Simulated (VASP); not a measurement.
An input for Quantum ESPRESSO's pw.x (written as the equivalent of a VASP run, and not itself run):

```
&CONTROL
  calculation = 'scf'
  pseudo_dir = './pseudo'
  outdir = './out'
  tprnfor = .true.
  tstress = .true.
/
&SYSTEM
  ibrav = 0
  nat = 2
  ntyp = 2
  ecutwfc = 96
  occupations = 'smearing'
  smearing = 'methfessel-paxton'
  degauss = 0.00735
  input_dft = 'vdw-df-ob86'
/
&ELECTRONS
  conv_thr = 7.3e-09
  electron_maxstep = 100
/
ATOMIC_SPECIES
  Ga 69.723 Ga.upf
  Co 58.933 Co.upf
CELL_PARAMETERS angstrom
     2.9122916    0.0000000    0.0000000
     0.0000000    2.9122916    0.0000000
     0.0000000    0.0000000    2.9122916
ATOMIC_POSITIONS crystal
  Ga   0.5000000  0.5000000  0.5000000
  Co   0.0000000  0.0000000  0.0000000
K_POINTS automatic
  13 13 13 0 0 0
```

Task: Write the VASP files for the same calculation (optB86b-vdW).

Result: One answer among several that fit: 
**KPOINTS**
```
Automatic mesh
0
Gamma
13 13 13
0 0 0
```

### INCAR
```
AGGAC = 0.0
ALGO = Normal
EDIFF = 1E-7
ENCUT = 520
GGA = MK
ISIF = 2
ISMEAR = 1
LASPH = T
LCHARG = F
LMAXMIX = 4
LREAL = F
LUSE_VDW = T
LWAVE = F
NELM = 100
PARAM1 = 0.1234
PARAM2 = 1.0
PREC = Accurate
SIGMA = 0.1
SYSTEM = CoGa
```

**POSCAR**
```
CoGa
2.9122920
  0.9999998773   0.0000000000   0.0000000000
  0.0000000000   0.9999998773   0.0000000000
  0.0000000000   0.0000000000   0.9999998773
Ga Co
1 1
Cart
  0.4999999386   0.4999999386   0.4999999386
  0.0000000000   0.0000000000   0.0000000000
```

POTCAR, in this order: Ga_d Co (PBE.64 set). Program: vasp_std.

Limits of the translation: the potentials are each code's own (VASP's PAW set, PseudoDojo norm-conserving files in pw.x), so ENCUT and ecutwfc are chosen apart and not converted; conv_thr bounds pw.x's estimated SCF error, while EDIFF bounds the energy change between steps.

The compound is CoGa in the CsCl type structure. This cell is one point of a volume scan, at 1.06 of the reference volume.
